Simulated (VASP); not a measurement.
These are PBE GGA, VASP's PBE PAW potentials (set 64) (plane waves; VASP 6.6.1) values and carry that method's errors.

A VASP calculation is set up with these files.

INCAR:
```
! general
SYSTEM  = Zr16Cl
PREC    = Normal
ENCUT   = 400
LREAL   = F
LASPH   = T

! electronic loop
EDIFF   = 1E-5
NELM    = 100
NELMIN  = 4
ALGO    = Normal
LMAXMIX = 4

! smearing
ISMEAR  = 1
SIGMA   = 0.1

! functional
GGA     = PE

! ions
IBRION  = 2
NSW     = 120
ISIF    = 2
EDIFFG  = -0.03

! output
LWAVE   = T
LCHARG  = F

! other
LDIPOL  = T
IDIPOL  = 3
DIPOL   = 0.5 0.5 0.5
```

File KPOINTS:
```
Automatic mesh
0
Gamma
5 5 1
0 0 0
```

File POSCAR:
```
Zr16Cl
1.0
  6.4596472803   0.0000000000   0.0000000000
  3.2298236401   5.5942185357   0.0000000000
  0.0000000000   0.0000000000  21.8588014164
Zr Cl
16 1
Direct
  0.8329502569   0.3340984862   0.3269371935
  0.3333330000   0.3333330000   0.3271696228
  0.8329502569   0.8329502569   0.3269371935
  0.3340984862   0.8329502569   0.3269371935
  0.0000000000   1.0000000000   0.4350438347
  0.4991166540   0.0017666919   0.4387280373
  0.0017666919   0.4991166540   0.4387280373
  0.4991166540   0.4991166540   0.4387280373
  0.8292220415   0.3415549170   0.5572087692
  0.3333330000   0.3333330000   0.5683712475
  0.8292220415   0.8292220415   0.5572087692
  0.3415549170   0.8292220415   0.5572087692
  0.0000000000   1.0000000000   0.6610779799
  0.5044641287   0.9910717425   0.6771807782
  0.9910717425   0.5044641287   0.6771807782
  0.5044641287   0.5044641287   0.6771807782
  0.3333330000   0.3333330000   0.7624649806
```

POTCAR, in this order: Zr_sv Cl (PBE.64 set). Program: vasp_std.

What VASP printed:

OUTCAR:
```
 ion  position               nearest neighbor table
   1  0.833  0.334  0.327-   5 3.01   8 3.08   7 3.08   3 3.22   4 3.22   2 3.23   2 3.23   3 3.24
                             4 3.24
   2  0.333  0.333  0.327-   6 3.06   7 3.06   8 3.06   4 3.23   3 3.23   4 3.23   3 3.23   1 3.23
                             1 3.23
   3  0.833  0.833  0.327-   5 3.01   7 3.08   6 3.08   1 3.22   4 3.22   2 3.23   2 3.23   1 3.24
                             4 3.24
   4  0.334  0.833  0.327-   5 3.01   8 3.08   6 3.08   1 3.22   3 3.22   2 3.23   2 3.23   1 3.24
                             3 3.24
   5  0.000  0.000  0.435-   1 3.01   4 3.01   3 3.01   7 3.23   8 3.23   7 3.23   8 3.23   6 3.23
                             6 3.23   9 3.28  12 3.28  11 3.28
   6  0.499  0.002  0.439-   2 3.06   3 3.08   4 3.08  11 3.18  12 3.18   8 3.21   7 3.21   5 3.23
                             5 3.23   8 3.25   7 3.25  10 3.39
   7  0.002  0.499  0.439-   2 3.06   3 3.08   1 3.08  11 3.18   9 3.18   6 3.21   8 3.21   5 3.23
                             5 3.23   6 3.25   8 3.25  10 3.39
   8  0.499  0.499  0.439-   2 3.06   4 3.08   1 3.08  12 3.18   9 3.18   6 3.21   7 3.21   5 3.23
                             5 3.23   6 3.25   7 3.25  10 3.39
   9  0.829  0.342  0.557-  13 2.97  11 3.15  12 3.15   8 3.18   7 3.18  16 3.19  15 3.19  10 3.24
                            10 3.24   5 3.28  11 3.31  12 3.31
  10  0.333  0.333  0.568-  14 3.05  15 3.05  16 3.05  12 3.24  11 3.24  12 3.24  11 3.24   9 3.24
                             9 3.24   6 3.39   7 3.39   8 3.39
  11  0.829  0.829  0.557-  13 2.97   9 3.15  12 3.15   7 3.18   6 3.18  15 3.19  14 3.19  10 3.24
                            10 3.24   5 3.28   9 3.31  12 3.31
  12  0.342  0.829  0.557-  13 2.97   9 3.15  11 3.15   8 3.18   6 3.18  16 3.19  14 3.19  10 3.24
                            10 3.24   5 3.28   9 3.31  11 3.31
  13  0.000  0.000  0.661-   9 2.97  12 2.97  11 2.97  15 3.25  16 3.25  16 3.25  15 3.25  14 3.25
                            14 3.25
  14  0.504  0.991  0.677-  17 2.67  10 3.05  16 3.14  15 3.14  11 3.19  12 3.19  13 3.25  13 3.25
                            16 3.32  15 3.32
  15  0.991  0.504  0.677-  17 2.67  10 3.05  14 3.14  16 3.14  11 3.19   9 3.19  13 3.25  13 3.25
                            14 3.32  16 3.32
  16  0.504  0.504  0.677-  17 2.67  10 3.05  14 3.14  15 3.14  12 3.19   9 3.19  13 3.25  13 3.25
                            14 3.32  15 3.32
  17  0.333  0.333  0.762-  14 2.67  15 2.67  16 2.67
  LATTYP: Found a hexagonal cell.
 ALAT       =     6.4596471863
 C/A-ratio  =     3.3839002017
 Subroutine PRICEL returns:
 Original cell was already a primitive cell.
 Subroutine GETGRP returns: Found  6 space group operations
...
```

File OSZICAR:
```
...
DAV:   5    -0.134382403106E+03    0.24685E-02   -0.14848E-02  1612   0.311E-01    0.164E-01
DAV:   6    -0.134382426109E+03   -0.23004E-04   -0.28638E-03  1644   0.178E-01    0.969E-02
DAV:   7    -0.134382277444E+03    0.14867E-03   -0.14985E-03  1868   0.136E-01    0.323E-02
DAV:   8    -0.134382272641E+03    0.48030E-05   -0.15449E-04  1348   0.456E-02    0.186E-02
DAV:   9    -0.134382273740E+03   -0.10991E-05   -0.28408E-05  1076   0.212E-02
   4 F= -.13438227E+03 E0= -.13438295E+03  d E =-.513651E-02
       N       E                     dE             d eps       ncg     rms          rms(c)
DAV:   1    -0.134373838944E+03    0.84337E-02   -0.64693E+00  1190   0.963E+00    0.391E-01
DAV:   2    -0.134391675387E+03   -0.17836E-01   -0.16243E-01  1444   0.148E+00    0.386E-01
DAV:   3    -0.134410354823E+03   -0.18679E-01   -0.17720E-01  2060   0.868E-01    0.757E-01
DAV:   4    -0.134388117723E+03    0.22237E-01   -0.14909E-01  1884   0.722E-01    0.252E-01
DAV:   5    -0.134386387514E+03    0.17302E-02   -0.86029E-03  1620   0.249E-01    0.123E-01
DAV:   6    -0.134386446538E+03   -0.59024E-04   -0.19355E-03  1636   0.147E-01    0.845E-02
DAV:   7    -0.134386325417E+03    0.12112E-03   -0.86939E-04  1900   0.108E-01    0.224E-02
DAV:   8    -0.134386325106E+03    0.31111E-06   -0.70352E-05  1276   0.294E-02
   5 F= -.13438633E+03 E0= -.13438689E+03  d E =-.918788E-02
       N       E                     dE             d eps       ncg     rms          rms(c)
DAV:   1    -0.134386517253E+03   -0.19184E-03   -0.19974E+00  1190   0.524E+00    0.177E-01
DAV:   2    -0.134391103009E+03   -0.45858E-02   -0.45917E-02  1380   0.755E-01    0.154E-01
DAV:   3    -0.134395651491E+03   -0.45485E-02   -0.38551E-02  2140   0.411E-01    0.338E-01
DAV:   4    -0.134390823390E+03    0.48281E-02   -0.22411E-02  1805   0.325E-01    0.947E-02
DAV:   5    -0.134390699737E+03    0.12365E-03   -0.12019E-03  1596   0.941E-02    0.631E-02
DAV:   6    -0.134390679249E+03    0.20488E-04   -0.32528E-04  1540   0.627E-02    0.279E-02
DAV:   7    -0.134390664518E+03    0.14731E-04   -0.15475E-04  1588   0.456E-02    0.117E-02
DAV:   8    -0.134390663213E+03    0.13050E-05   -0.15436E-05   932   0.164E-02
   6 F= -.13439066E+03 E0= -.13439161E+03  d E =-.433811E-02
       N       E                     dE             d eps       ncg     rms          rms(c)
DAV:   1    -0.134361877724E+03    0.28787E-01   -0.17994E+01  1190   0.157E+01    0.545E-01
DAV:   2    -0.134405873766E+03   -0.43996E-01   -0.43657E-01  1396   0.229E+00    0.491E-01
DAV:   3    -0.134446138097E+03   -0.40264E-01   -0.38323E-01  2140   0.129E+00    0.999E-01
DAV:   4    -0.134401969122E+03    0.44169E-01   -0.19266E-01  1820   0.908E-01    0.290E-01
DAV:   5    -0.134400979702E+03    0.98942E-03   -0.10703E-02  1668   0.277E-01    0.198E-01
DAV:   6    -0.134400786468E+03    0.19323E-03   -0.36787E-03  1572   0.196E-01    0.967E-02
DAV:   7    -0.134400598779E+03    0.18769E-03   -0.17113E-03  1812   0.152E-01    0.380E-02
DAV:   8    -0.134400591191E+03    0.75881E-05   -0.19288E-04  1476   0.495E-02    0.231E-02
DAV:   9    -0.134400596888E+03   -0.56974E-05   -0.52673E-05  1220   0.269E-02
   7 F= -.13440060E+03 E0= -.13440256E+03  d E =-.142718E-01
       N       E                     dE             d eps       ncg     rms          rms(c)
DAV:   1    -0.134232738202E+03    0.16785E+00   -0.72027E+01  1190   0.315E+01    0.114E+00
DAV:   2    -0.134409687732E+03   -0.17695E+00   -0.18439E+00  1404   0.468E+00    0.831E-01
DAV:   3    -0.134657663631E+03   -0.24798E+00   -0.16749E+00  2140   0.282E+00    0.232E+00
DAV:   4    -0.134406091806E+03    0.25157E+00   -0.10607E+00  1844   0.206E+00    0.609E-01
DAV:   5    -0.134401674902E+03    0.44169E-02   -0.52804E-02  1652   0.566E-01    0.406E-01
DAV:   6    -0.134401057269E+03    0.61763E-03   -0.15559E-02  1604   0.383E-01    0.211E-01
DAV:   7    -0.134400299653E+03    0.75762E-03   -0.80208E-03  1876   0.320E-01    0.901E-02
DAV:   8    -0.134400226669E+03    0.72983E-04   -0.10617E-03  1756   0.114E-01    0.529E-02
DAV:   9    -0.134400237652E+03   -0.10983E-04   -0.25777E-04  1548   0.584E-02    0.275E-02
DAV:  10    -0.134400233881E+03    0.37710E-05   -0.11922E-04  1196   0.428E-02    0.115E-02
DAV:  11    -0.134400238529E+03   -0.46479E-05   -0.17898E-05   956   0.175E-02
   8 F= -.13440024E+03 E0= -.13440328E+03  d E =-.139134E-01
       N       E                     dE             d eps       ncg     rms          rms(c)
DAV:   1    -0.134354567254E+03    0.45667E-01   -0.22911E+01  1190   0.179E+01    0.626E-01
DAV:   2    -0.134427934195E+03   -0.73367E-01   -0.64062E-01  1428   0.271E+00    0.774E-01
DAV:   3    -0.134442928298E+03   -0.14994E-01   -0.55072E-01  2116   0.148E+00    0.972E-01
DAV:   4    -0.134408381650E+03    0.34547E-01   -0.20188E-01  1828   0.883E-01    0.382E-01
DAV:   5    -0.134404626105E+03    0.37555E-02   -0.13632E-02  1613   0.358E-01    0.216E-01
DAV:   6    -0.134404503696E+03    0.12241E-03   -0.28054E-03  1596   0.180E-01    0.865E-02
DAV:   7    -0.134404395020E+03    0.10868E-03   -0.14408E-03  1820   0.138E-01    0.440E-02
DAV:   8    -0.134404372907E+03    0.22113E-04   -0.25541E-04  1468   0.590E-02    0.240E-02
DAV:   9    -0.134404374182E+03   -0.12748E-05   -0.48731E-05  1204   0.268E-02
   9 F= -.13440437E+03 E0= -.13440693E+03  d E =-.180491E-01
       N       E                     dE             d eps       ncg     rms          rms(c)
DAV:   1    -0.134397419108E+03    0.69538E-02   -0.54550E+00  1190   0.893E+00    0.288E-01
DAV:   2    -0.134430594886E+03   -0.33176E-01   -0.22778E-01  1444   0.148E+00    0.660E-01
DAV:   3    -0.134410683852E+03    0.19911E-01   -0.16532E-01  1900   0.840E-01    0.266E-01
DAV:   4    -0.134409250651E+03    0.14332E-02   -0.80544E-03  1636   0.214E-01    0.133E-01
DAV:   5    -0.134409617822E+03   -0.36717E-03   -0.28095E-03  1748   0.154E-01    0.133E-01
DAV:   6    -0.134409064789E+03    0.55303E-03   -0.22230E-03  1572   0.140E-01    0.373E-02
DAV:   7    -0.134409068765E+03   -0.39761E-05   -0.26653E-04  1756   0.534E-02    0.262E-02
DAV:   8    -0.134409066740E+03    0.20256E-05   -0.29734E-05  1036   0.232E-02
  10 F= -.13440907E+03 E0= -.13441182E+03  d E =-.469256E-02
       N       E                     dE             d eps       ncg     rms          rms(c)
DAV:   1    -0.134405738508E+03    0.33303E-02   -0.19725E+00  1190   0.537E+00    0.171E-01
DAV:   2    -0.134416971875E+03   -0.11233E-01   -0.80112E-02  1452   0.880E-01    0.381E-01
DAV:   3    -0.134410545682E+03    0.64262E-02   -0.58927E-02  1932   0.505E-01    0.161E-01
DAV:   4    -0.134409990226E+03    0.55546E-03   -0.26951E-03  1620   0.127E-01    0.801E-02
DAV:   5    -0.134410138896E+03   -0.14867E-03   -0.95198E-04  1612   0.901E-02    0.768E-02
DAV:   6    -0.134409930473E+03    0.20842E-03   -0.86789E-04  1540   0.853E-02    0.230E-02
DAV:   7    -0.134409932930E+03   -0.24563E-05   -0.77257E-05  1324   0.259E-02
  11 F= -.13440993E+03 E0= -.13441280E+03  d E =-.555875E-02
       N       E                     dE             d eps       ncg     rms          rms(c)
DAV:   1    -0.134407199056E+03    0.27314E-02   -0.20590E+00  1190   0.551E+00    0.186E-01
DAV:   2    -0.134413524078E+03   -0.63250E-02   -0.56562E-02  1476   0.831E-01    0.229E-01
DAV:   3    -0.134416187531E+03   -0.26635E-02   -0.56987E-02  1988   0.507E-01    0.324E-01
DAV:   4    -0.134411716633E+03    0.44709E-02   -0.27717E-02  1836   0.348E-01    0.118E-01
DAV:   5    -0.134411410585E+03    0.30605E-03   -0.12233E-03  1580   0.103E-01    0.622E-02
DAV:   6    -0.134411418134E+03   -0.75491E-05   -0.23990E-04  1612   0.530E-02    0.302E-02
DAV:   7    -0.134411409936E+03    0.81980E-05   -0.15090E-04  1412   0.470E-02    0.138E-02
DAV:   8    -0.134411407583E+03    0.23536E-05   -0.23446E-05  1028   0.211E-02
  12 F= -.13441141E+03 E0= -.13441454E+03  d E =-.147465E-02
```

### OUTCAR
```
------------------------ aborting loop because EDIFF is reached ----------------------------------------
  FORCE on cell =-STRESS in cart. coord.  units (eV):
  Direction    XX          YY          ZZ          XY          YZ          ZX
  --------------------------------------------------------------------------------------
  Total       -4.9882480     -4.9882479     -0.4801081      0.0000000      0.0000000      0.0000000
  in kB      -10.1177524    -10.1177520     -0.9738119      0.0000000      0.0000000      0.0000000
  external PRESSURE =      -7.0697721 kB  Pullay stress =       0.0000000 kB
  volume of cell :      789.90
      direct lattice vectors                 reciprocal lattice vectors
     6.459647280  0.000000000  0.000000000     0.154807214 -0.089377989  0.000000000
     3.229823640  5.594218536  0.000000000     0.000000000  0.178755977  0.000000000
     0.000000000  0.000000000 21.858801416     0.000000000  0.000000000  0.045748163
 POSITION                                       TOTAL-FORCE (eV/Angst)
 -----------------------------------------------------------------------------------
      6.45964      1.94613      7.10062        -0.000000      0.015197      0.009598
      3.22982      1.86474      7.21532        -0.000000     -0.000000     -0.009314
      8.00406      4.62115      7.10062        -0.013161     -0.007599      0.009598
      4.91522      4.62115      7.10062         0.013161     -0.007599      0.009598
      3.22982      5.59422      9.39665         0.000000      0.000000     -0.004054
      3.22982      0.01026      9.61294         0.000000     -0.005088     -0.012437
      1.62379      2.79198      9.61294        -0.004406      0.002544     -0.012437
      4.83585      2.79198      9.61294         0.004406      0.002544     -0.012437
      6.45964      1.89273     12.18683        -0.000000      0.006390     -0.014207
      3.22982      1.86474     12.45660         0.000000      0.000000      0.019989
      8.05031      4.64785     12.18683        -0.005534     -0.003195     -0.014207
      4.86898      4.64785     12.18683         0.005534     -0.003195     -0.014207
      3.22982      5.59422     14.45776        -0.000000      0.000000      0.001548
      6.45965      5.54290     14.81419         0.000000     -0.004563      0.010552
      8.03012      2.82277     14.81419        -0.003952      0.002281      0.010552
      4.88917      2.82277     14.81419         0.003952      0.002281      0.010552
      3.22982      1.86474     16.68829        -0.000000      0.000000      0.011313
 -----------------------------------------------------------------------------------
    total drift:                                0.049901      0.028811     -0.001430
  FREE ENERGIE OF THE ION-ELECTRON SYSTEM (eV)
  ---------------------------------------------------
  free  energy   TOTEN  =      -134.4114075827 eV

  energy  without entropy=     -134.4208069515  energy(sigma->0) =     -134.41454071

 reached required accuracy - stopping structural energy minimisation
```
(Selected blocks of OUTCAR.)

CONTCAR:
```
Zr16Cl
   1.00000000000000
     6.4596472802999996    0.0000000000000000    0.0000000000000000
     3.2298236400999998    5.5942185356999996    0.0000000000000000
     0.0000000000000000    0.0000000000000000   21.8588014163999986
  Zr              Cl
    16     1
Direct
     0.8260579792598929    0.3478830414802097    0.3248400962499848
     0.3333330000000032    0.3333330000000032    0.3300874803437499
     0.8260579792598929    0.8260579792598929    0.3248400962499848
     0.3478830414802097    0.8260579792598929    0.3248400962499848
     0.0000000000000000    1.0000000000000000    0.4298793886150268
     0.4990832160831913    0.0018335677336158    0.4397743180603553
     0.0018335677336158    0.4990832160831913    0.4397743180603553
     0.4990832160831913    0.4990832160831913    0.4397743180603553
     0.8308309190801156    0.3383371618397785    0.5575249556335760
     0.3333330000000032    0.3333330000000032    0.5698667426738475
     0.8308309190801156    0.8308309190801156    0.5575249556335760
     0.3383371618397785    0.8308309190801156    0.5575249556335760
     0.0000000000000000    1.0000000000000000    0.6614158742538933
     0.5045863534812223    0.9908272929375538    0.6777219189330107
     0.9908272929375538    0.5045863534812223    0.6777219189330107
     0.5045863534812223    0.5045863534812223    0.6777219189330107
     0.3333330000000032    0.3333330000000032    0.7634586475827048
```

The cell is a thin slab with vacuum, built from Zr (hcp): (001) face, Cl adsorbed.
